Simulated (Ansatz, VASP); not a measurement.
# V (V wire along [111], 14 atoms a period): VASP beside Ansatz, part 2 of 2

Wanted: the spread between two codes on one cell, functional and k mesh. Of the first pair: The structure shown is the start of the Ansatz relaxation below; VASP solves that cell, so the two are compared at the walk's first step.

VASP 6.6.1 and Ansatz 0.2.0.

So far: Starting point; Ansatz: relaxation, PBE.

### 3. VASP: single point, PBE, start cell, pair 1

Level of this step: PBE, no spin polarisation; plane waves and PAW (V_sv) (VASP).

The same cell, functional, mesh and smearing now go to VASP, with its own data sets.

Lines of VASP's logs that name or quote its potential files are left out, and so is its time.

The input, INCAR:

```
SYSTEM = V
PREC = Accurate
ENCUT = 400
EDIFF = 1E-06
NELM = 120
ISMEAR = -1
SIGMA = 0.05
LREAL = .FALSE.
ALGO = Normal
GGA = PE
NBANDS = 112
LASPH = .TRUE.
LORBIT = 11
LWAVE = .FALSE.
LCHARG = .FALSE.
ISIF = 2
GGA_COMPAT = .FALSE.
KPAR = 4
```

The input, POSCAR:

```
V
1.0
   13.1430000000      0.0000000000      0.0000000000
    0.0000000000     15.3450000000      0.0000000000
    0.0000000000      0.0000000000      2.5894160000
V
14
Direct
    0.2587024271      0.6988578690      0.0000000000
    0.4195674504      0.4602141740      0.0000000000
    0.5804325496      0.6988578690      0.0000000000
    0.2587024271      0.3806663082      0.3333332690
    0.4195674504      0.6193099707      0.3333332690
    0.5804325496      0.3806663082      0.3333332690
    0.7412975729      0.6193099707      0.3333332690
    0.2587024271      0.5397621049      0.6666665379
    0.4195674504      0.3011184099      0.6666665379
    0.4195674504      0.7784057673      0.6666665379
    0.5804325496      0.5397621049      0.6666665379
    0.7412975729      0.3011184099      0.6666665379
    0.5804325496      0.2215705116      0.0000000000
    0.7412975729      0.4602141740      0.0000000000
```

The input, KPOINTS:

```
Automatic mesh
0
Gamma
1 1 31
0 0 0
```

The projector-augmented-wave data sets are V_sv (PBE family, release 64).

Command:

```console
mpirun -np 4 vasp_std
```

Numbers of over 12 decimals in the logs are rounded to 6 here.

Log:

```text
[banner, memory and clock lines left out]
running    4 mpi-ranks, on    1 nodes
 distrk:  each k-point on    1 cores,    4 groups
 distr:  one band on    1 cores,    1 groups

 POSCAR found type information on POSCAR V
 POSCAR found :  1 types and      14 ions
 LDA part: xc-table for (Slater+PW92), standard interpolation
 POSCAR, INCAR and KPOINTS ok, starting setup
 FFT: planning ... GRIDC
 FFT: planning ... GRID_SOFT
 FFT: planning ... GRID
 WAVECAR not read
 entering main loop
       N       E                     dE             d eps       ncg     rms          rms(c)
DAV:   1     0.215730069585E+04    0.21573E+04   -0.10694E+05  4864   0.130E+03
DAV:   2    -0.265238532434E+02   -0.21838E+04   -0.21387E+04  3648   0.488E+02
DAV:   3    -0.135439329594E+03   -0.10892E+03   -0.10525E+03  5056   0.108E+02
DAV:   4    -0.140181623310E+03   -0.47423E+01   -0.45913E+01  4760   0.179E+01
DAV:   5    -0.140331091397E+03   -0.14947E+00   -0.14709E+00  4696   0.299E+00    0.597E+01
DAV:   6    -0.203983955921E+03   -0.63653E+02   -0.69140E+02  4960   0.835E+01    0.842E+01
DAV:   7    -0.163911948876E+03    0.40072E+02   -0.11475E+03  5112   0.792E+01    0.696E+01
DAV:   8    -0.133920096362E+03    0.29992E+02   -0.46645E+02  5072   0.607E+01    0.442E+01
DAV:   9    -0.115583096966E+03    0.18337E+02   -0.12909E+02  4904   0.337E+01    0.188E+01
DAV:  10    -0.114724928324E+03    0.85817E+00   -0.15639E+01  4832   0.115E+01    0.146E+01
DAV:  11    -0.114134582724E+03    0.59035E+00   -0.22690E+00  4856   0.696E+00    0.125E+01
DAV:  12    -0.113431467416E+03    0.70312E+00   -0.15842E+00  4632   0.627E+00    0.887E+00
DAV:  13    -0.112885726031E+03    0.54574E+00   -0.12314E+00  4656   0.572E+00    0.549E+00
DAV:  14    -0.112687422974E+03    0.19830E+00   -0.11499E+00  4736   0.585E+00    0.437E+00
[...]
DAV:  21    -0.112457732557E+03   -0.35034E-03   -0.25369E-03  4160   0.252E-01    0.510E-02
DAV:  22    -0.112458490183E+03   -0.75763E-03   -0.66415E-04  3888   0.109E-01    0.656E-02
DAV:  23    -0.112458819631E+03   -0.32945E-03   -0.15929E-04  4528   0.463E-02    0.451E-02
DAV:  24    -0.112459047057E+03   -0.22743E-03   -0.23104E-04  4416   0.747E-02    0.309E-02
DAV:  25    -0.112459081020E+03   -0.33963E-04   -0.48140E-05  4432   0.369E-02    0.101E-02
DAV:  26    -0.112459107710E+03   -0.26690E-04   -0.12363E-05  3456   0.159E-02    0.740E-03
DAV:  27    -0.112459124107E+03   -0.16397E-04   -0.94976E-06  3136   0.130E-02    0.760E-03
DAV:  28    -0.112459124291E+03   -0.18426E-06   -0.38037E-06  3176   0.795E-03
   1 F= -.11245912E+03 E0= -.11235433E+03  d E =-.209583E+00
```

OUTCAR, selected parts (step 3):

```text
ion  position               nearest neighbor table
   1  0.259  0.699  0.000-   5 2.59   8 2.59  10 2.59
   2  0.420  0.460  0.000-   4 2.59   9 2.59   5 2.59   8 2.59   6 2.59  11 2.59
   3  0.580  0.699  0.000-   7 2.59  11 2.59   5 2.59  10 2.59
   4  0.259  0.381  0.333-   2 2.59   9 2.59   8 2.59
   5  0.420  0.619  0.333-   8 2.59   1 2.59  10 2.59   2 2.59  11 2.59   3 2.59
   6  0.580  0.381  0.333-  14 2.59  12 2.59  13 2.59  11 2.59   2 2.59   9 2.59
   7  0.741  0.619  0.333-  11 2.59   3 2.59  14 2.59
   8  0.259  0.540  0.667-   5 2.59   1 2.59   4 2.59   2 2.59
   9  0.420  0.301  0.667-   4 2.59   2 2.59   6 2.59  13 2.59
  10  0.420  0.778  0.667-   1 2.59   5 2.59   3 2.59
  11  0.580  0.540  0.667-   7 2.59   3 2.59   6 2.59  14 2.59   5 2.59   2 2.59
  12  0.741  0.301  0.667-   6 2.59  14 2.59  13 2.59
  13  0.580  0.222  0.000-  12 2.59   6 2.59   9 2.59
  14  0.741  0.460  0.000-   6 2.59  12 2.59   7 2.59  11 2.59

  LATTYP: Found a simple orthorhombic cell.
 ALAT       =     2.5894160000
 B/A-ratio  =     5.0756618481
 C/A-ratio  =     5.9260466453

 Subroutine GETGRP returns: Found  2 space group operations
 (whereof  1 operations were pure point group operations)

The static configuration has the point symmetry C_1 .
 The point group associated with its full space group is S_2 .

 Found     16 irreducible k-points:

   k-points           NKPTS =     16   k-points in BZ     NKDIM =     16   number of bands    NBANDS=    112

   dimension x,y,z NGX =    90 NGY =  100 NGZ =   18
   dimension x,y,z NGXF=   180 NGYF=  200 NGZF=   36

   ENCUT  =  400.0 eV  29.40 Ry    5.42 a.u.  21.43 25.02  4.22*2*pi/ulx,y,z

   NELECT =     182.0000    total number of electrons

 k-points in reciprocal lattice and weights: Automatic mesh
   0.00000000  0.00000000  0.00000000       0.032
   0.00000000  0.00000000  0.03225806       0.065
   0.00000000  0.00000000  0.06451613       0.065
   0.00000000  0.00000000  0.09677419       0.065
   0.00000000  0.00000000  0.12903226       0.065
   0.00000000  0.00000000  0.16129032       0.065
   0.00000000  0.00000000  0.19354839       0.065
   0.00000000  0.00000000  0.22580645       0.065
   0.00000000  0.00000000  0.25806452       0.065
[...]
0.00000000  0.00000000  0.45161290       0.065
   0.00000000  0.00000000  0.48387097       0.065

 average (electrostatic) potential at core
       1 -78.9499       2 -78.7181       3 -78.8856       4 -78.8905       5 -78.7318
       6 -78.7318       7 -78.8905       8 -78.8823       9 -78.8856      10 -78.9519
      11 -78.7181      12 -78.9499      13 -78.9519      14 -78.8823

 E-fermi :   1.2974

 k-point     1 :       0.0000    0.0000    0.0000
  band No.  band energies     occupation
    ...
     90       0.9752      1.99683
     91       1.0004      1.99476
     92       1.2382      1.53197
     93       1.2581      1.37412
     94       1.3512      0.50889
     95       1.4344      0.12147
     96       1.4529      0.08548
     97       1.6794      0.00096
     98       1.7350      0.00032
     99       1.7370      0.00030
    ...

 k-point     2 :       0.0000    0.0000    0.0323
  band No.  band energies     occupation
    ...
     90       0.9921      1.99556
     91       0.9995      1.99485
     92       1.2241      1.62496
     93       1.2760      1.21165
     94       1.3514      0.50752
     95       1.4135      0.17876
     96       1.4617      0.07217
     97       1.6709      0.00114
     98       1.6911      0.00076
     99       1.7446      0.00026
    ...

 k-point     3 :       0.0000    0.0000    0.0645
  band No.  band energies     occupation
    ...
     90       1.0226      1.99184
     91       1.0308      1.99039
     92       1.1827      1.81685
     93       1.3242      0.73906
     94       1.3479      0.53415
     95       1.3786      0.32967
     96       1.4627      0.07082
     97       1.6051      0.00424
     98       1.6511      0.00169
     99       1.7182      0.00044
    ...

  Total      -15.4675631    -16.2691832    -20.6298266      0.7976505     -0.5358297     -0.9463847
  in kB      -47.4536093    -49.9129346    -63.2911421      2.4471465     -1.6438952     -2.9034548
  external PRESSURE =     -53.5525620 kB  Pullay stress =       0.0000000 kB

  energy-cutoff  :      400.00
  volume of cell :      522.23
      direct lattice vectors                 reciprocal lattice vectors
    13.143000000  0.000000000  0.000000000     0.076086129  0.000000000  0.000000000
     0.000000000 15.345000000  0.000000000     0.000000000  0.065167807  0.000000000
     0.000000000  0.000000000  2.589416000     0.000000000  0.000000000  0.386187465

 POSITION                                       TOTAL-FORCE (eV/Angst)
 -----------------------------------------------------------------------------------
      3.40013     10.72397      0.00000         1.254409     -0.433383     -0.087694
      5.51438      7.06199      0.00000        -0.359876     -0.224299      0.075003
      7.62862     10.72397      0.00000        -0.054802     -0.104052      0.052596
      3.40013      5.84132      0.86314         1.017026      0.587240      0.255814
      5.51438      9.50331      0.86314        -0.330535      0.595000     -0.000522
      7.62862      5.84132      0.86314         0.330535     -0.595000      0.000522
      9.74287      9.50331      0.86314        -1.017026     -0.587240     -0.255814
      3.40013      8.28265      1.72628         0.099142      0.004046     -0.055051
      5.51438      4.62066      1.72628         0.054802      0.104052     -0.052596
      5.51438     11.94464      1.72628        -0.251715     -1.305146      0.090277
      7.62862      8.28265      1.72628         0.359876      0.224299     -0.075003
      9.74287      4.62066      1.72628        -1.254409      0.433383      0.087694
      7.62862      3.40000      0.00000         0.251715      1.305146     -0.090277
      9.74287      7.06199      0.00000        -0.099142     -0.004046      0.055051
 -----------------------------------------------------------------------------------
    total drift:                               -0.000000     -0.000025     -0.000000

  FREE ENERGIE OF THE ION-ELECTRON SYSTEM (eV)
  ---------------------------------------------------
  free  energy   TOTEN  =      -112.4591242909 eV

  energy  without entropy=     -112.2495408461  energy(sigma->0) =     -112.35433257

 total charge
# of ion       s       p       d       tot
------------------------------------------
    1        2.330   6.094   3.096  11.520
    2        2.337   6.239   3.059  11.636
    3        2.330   6.145   3.071  11.546
    4        2.330   6.092   3.105  11.527
    5        2.335   6.234   3.070  11.639
    6        2.335   6.234   3.070  11.639
    7        2.330   6.092   3.105  11.527
    8        2.330   6.145   3.071  11.547
    9        2.330   6.145   3.071  11.546
   10        2.330   6.094   3.097  11.520
   11        2.337   6.239   3.059  11.636
   12        2.330   6.094   3.096  11.520
   13        2.330   6.094   3.097  11.520
   14        2.330   6.145   3.071  11.547
--------------------------------------------------
tot         32.646  86.086  43.137 161.870

[... 3 further parts left out ...]
```

This run has no spin polarisation, so a moment on V, if there is one, isn't seen.

### 4. Comparison

Known differences besides the potentials themselves: the cutoff is 420 eV in Ansatz and 400 eV in VASP. Total energies have different zeros and are not compared.

Forces on 7 of the 14 atoms, those with the largest forces and the largest differences (eV/Å; atoms numbered as in POSCAR):

| atom | Ansatz x, y, z | VASP x, y, z |
| --- | --- | --- |
| V1 | 1.271, -0.443, -0.090 | 1.254, -0.433, -0.088 |
| V4 | 1.033, 0.596, 0.259 | 1.017, 0.587, 0.256 |
| V6 | 0.330, -0.595, 0.001 | 0.331, -0.595, 0.001 |
| V7 | -1.033, -0.596, -0.259 | -1.017, -0.587, -0.256 |
| V10 | -0.251, -1.323, 0.093 | -0.252, -1.305, 0.090 |
| V12 | -1.271, 0.443, 0.090 | -1.254, 0.433, 0.088 |
| V13 | 0.251, 1.323, -0.093 | 0.252, 1.305, -0.090 |

The forces differ by 8.2 meV/Å r.m.s., which is 1.6 % of the r.m.s. force of 0.519 eV/Å (both taken over all components).

### 5. Ansatz: relaxation, PBE

This run makes the geometry at which the two programs are then compared. The cell compared in this pair holds 497.36 Å³, against 522.23 Å³ for the pair before.

The structure compared here is the end of the Ansatz relaxation.

The input, input.yaml:

```yaml
crystal:
  lattice:
    - [13.143, 0.0, 0.0]
    - [0.0, 15.345, 0.0]
    - [0.0, 0.0, 2.5894159573]
  atoms:
    - { symbol: V, position: [0.25869284, 0.698857891, 0.0] }
    - { symbol: V, position: [0.419557884, 0.460214217, 0.0] }
    - { symbol: V, position: [0.580422929, 0.698857891, 0.0] }
    - { symbol: V, position: [0.25869284, 0.380666326, 0.333333333] }
    - { symbol: V, position: [0.419557884, 0.61931, 0.333333333] }
    - { symbol: V, position: [0.580422929, 0.380666326, 0.333333333] }
    - { symbol: V, position: [0.741287973, 0.61931, 0.333333333] }
    - { symbol: V, position: [0.25869284, 0.539762108, 0.666666667] }
    - { symbol: V, position: [0.419557884, 0.301118435, 0.666666667] }
    - { symbol: V, position: [0.419557884, 0.778405782, 0.666666667] }
    - { symbol: V, position: [0.580422929, 0.539762108, 0.666666667] }
    - { symbol: V, position: [0.741287973, 0.301118435, 0.666666667] }
    - { symbol: V, position: [0.580422929, 0.221570544, 0.0] }
    - { symbol: V, position: [0.741287973, 0.460214217, 0.0] }
kpoints:
  mp_grid: { grid: [1, 1, 31] }
scf:
  occupations: { method: fermi_dirac, width: 0.05 }
hamiltonian:
  xc: pbe
  pseudopotentials: { kind: paw, azcp: { folder: soft_1 } }
relax:
  cell: { fix: [a, b, alpha, beta, gamma] }
  max_steps: 45
  f_tol: 0.03
```

Command:

```console
ansatz run input.yaml --threads 4 --pin off --max-ram 16384MiB --backend cpu --events-out ev --progress --plain --runs-dir out
```

Log:

```text
[...]
Crystal: 14 atoms, lattice volume = 522.232 Å³
Basis set: ecut = 420 eV, 10213 PW (Γ), exchange–correlation on 180×216×36 points (8 copies of the dense FFT grid, shifted against one another)
Bands: 110, of which v1, the nominal top of the filled ones, is band 91 counted from 1 (90 counted from 0)
Symmetry: 2 space group operations
[...]
k-points: 16 of 31
[...]
- { symbol: V, position: [0.736798, 0.616024, 0.253140] }
    - { symbol: V, position: [0.257248, 0.537910, 0.696377] }
    - { symbol: V, position: [0.415557, 0.301673, 0.695447] }
    - { symbol: V, position: [0.422114, 0.767351, 0.665896] }
    - { symbol: V, position: [0.581549, 0.540012, 0.640513] }
    - { symbol: V, position: [0.730102, 0.307216, 0.665277] }
    - { symbol: V, position: [0.577886, 0.232625, 0.000770716] }
    - { symbol: V, position: [0.742752, 0.462066, -0.029710] }
[key lines of the parts left out:]
SCF converged after 9 iterations
Free energy (F): -40761.386549 eV
Fermi energy:    4.036210 eV
P = ⅓ Tr σ = -0.0487 GPa (-0.487 kbar)
```

### 6. VASP: single point, PBE, relaxed cell, pair 2

The same cell, functional, mesh and smearing now go to VASP, with its own data sets.

INCAR: that of step 3 with these lines changed.

```diff
@@ -2,3 +2,3 @@
 PREC = Accurate
-ENCUT = 400
+ENCUT = 500
 EDIFF = 1E-06
```

The input, POSCAR:

```
V
1.0
   13.1430000000      0.0000000000      0.0000000000
    0.0000000000     15.3450000000      0.0000000000
    0.0000000000      0.0000000000      2.4660686852
V
14
Direct
    0.2698981809      0.6927602812      0.0013893451
    0.4184512810      0.4599638753      0.0261533047
    0.5844427623      0.6983030525      0.9712192063
    0.2632020995      0.3839527259      0.4135264599
    0.4215088729      0.6173478871      0.3335209891
    0.5784911271      0.3826284386      0.3331456776
    0.7367979005      0.6160235998      0.2531402068
    0.2572482573      0.5379102709      0.6963765873
    0.4155572377      0.3016732732      0.6954474604
    0.4221136173      0.7673510594      0.6658959510
    0.5815487190      0.5400124504      0.6405133620
    0.7301018191      0.3072160445      0.6652773216
    0.5778863827      0.2326252662      0.0007707158
    0.7427517427      0.4620660548      0.9702900794
```

KPOINTS is that of step 3.

Command:

```console
mpirun -np 4 vasp_std
```

Log:

```text
[... set-up lines as in an earlier step ...]
 entering main loop
       N       E                     dE             d eps       ncg     rms          rms(c)
DAV:   1     0.269276523995E+04    0.26928E+04   -0.11305E+05  4232   0.154E+03
DAV:   2    -0.841785227545E+00   -0.26936E+04   -0.26434E+04  3584   0.551E+02
DAV:   3    -0.134880437091E+03   -0.13404E+03   -0.13014E+03  5032   0.138E+02
DAV:   4    -0.140006504259E+03   -0.51261E+01   -0.50102E+01  4720   0.212E+01
[...]
DAV:  27    -0.113541669641E+03   -0.10302E-04   -0.95989E-06  3496   0.123E-02    0.295E-03
DAV:  28    -0.113541671731E+03   -0.20905E-05   -0.95671E-07  2392   0.531E-03    0.169E-03
DAV:  29    -0.113541671783E+03   -0.51914E-07   -0.36276E-07  2368   0.274E-03
   1 F= -.11354167E+03 E0= -.11345857E+03  d E =-.166201E+00
```

Parts of OUTCAR (step 6):

```text
  Total       -0.2420951     -0.0385994      0.3116489     -0.0011185     -0.0134203     -0.0256598
  in kB       -0.7798839     -0.1243439      1.0039444     -0.0036031     -0.0432320     -0.0826604
  external PRESSURE =       0.0332389 kB  Pullay stress =       0.0000000 kB

 POSITION                                       TOTAL-FORCE (eV/Angst)
 -----------------------------------------------------------------------------------
      3.54727     10.63041      0.00343        -0.034240      0.005804     -0.002087
      5.49971      7.05815      0.06450         0.026997      0.011456      0.008052
      7.68133     10.71546      2.39509         0.009952      0.013426     -0.000432
      3.45927      5.89175      1.01978        -0.015943     -0.012226      0.004378
      5.53989      9.47320      0.82249         0.015389     -0.027088      0.001598
      7.60311      5.87143      0.82156        -0.015389      0.027088     -0.001598
      9.68373      9.45288      0.62426         0.015943      0.012226     -0.004378
      3.38101      8.25423      1.71731        -0.013925      0.009238     -0.001719
      5.46167      4.62918      1.71502        -0.009952     -0.013426      0.000432
      5.54784     11.77500      1.64215         0.010237      0.032360      0.001739
      7.64329      8.28649      1.57955        -0.026997     -0.011456     -0.008052
      9.59573      4.71423      1.64062         0.034240     -0.005804      0.002087
      7.59516      3.56963      0.00190        -0.010237     -0.032360     -0.001739
      9.76199      7.09040      2.39280         0.013925     -0.009238      0.001719
 -----------------------------------------------------------------------------------
    total drift:                                0.000002      0.000005     -0.000001

  FREE ENERGIE OF THE ION-ELECTRON SYSTEM (eV)
  ---------------------------------------------------
  free  energy   TOTEN  =      -113.5416717833 eV

  energy  without entropy=     -113.3754705823  energy(sigma->0) =     -113.45857118

[... 1 part as in an earlier step ...]

[... 2 further parts left out ...]
[key lines of the parts left out:]
E-fermi :   1.4372
```

### 7. Side by side

What differs besides the data sets and the points named for the pairs above, as far as they apply: the cutoff is 420 eV in Ansatz and 500 eV in VASP; Ansatz's pressure holds a Pulay correction, VASP's none. Total energies have different zeros and are not compared.

Compared:

| quantity | Ansatz | VASP | difference |
| --- | --- | --- | --- |
| pressure (GPa) | -0.05 | 0.00 | -0.05 |

At this near-relaxed geometry the largest component of a force difference is 31 meV/Å.

### 8. What came out

```yaml
r_m_s_force_difference_single_point_pbe_start_cell_pair_1: 1.6 % of the r.m.s. force
r_m_s_force_difference_single_point_pbe_relaxed_cell_pair_2: 13 meV/Å
```

In words: The r.m.s. force difference is 13 meV/Å (single point, PBE, relaxed cell, pair 2), beyond the 12 meV/Å picked in this series as the mark of a large difference. What causes the difference of the single point, PBE, relaxed cell, pair 2 pair stays open here. Such differences can come from data sets, numerical settings and the points named under the comparisons, not from the functional's error against experiment.

[Lines on the potential files, build, host, timing and source positions are cut from VASP's logs without a mark.]

[Logs are printed without paths, hosts, clocks, repeated set-up lines and the standing remarks that a program may print on its own settings, such as how far it seeks lower states.]

[Hosts, paths, dates, database ids (printed as entryN), source tags and the programs' standing remarks are cut or masked in the printed files.]
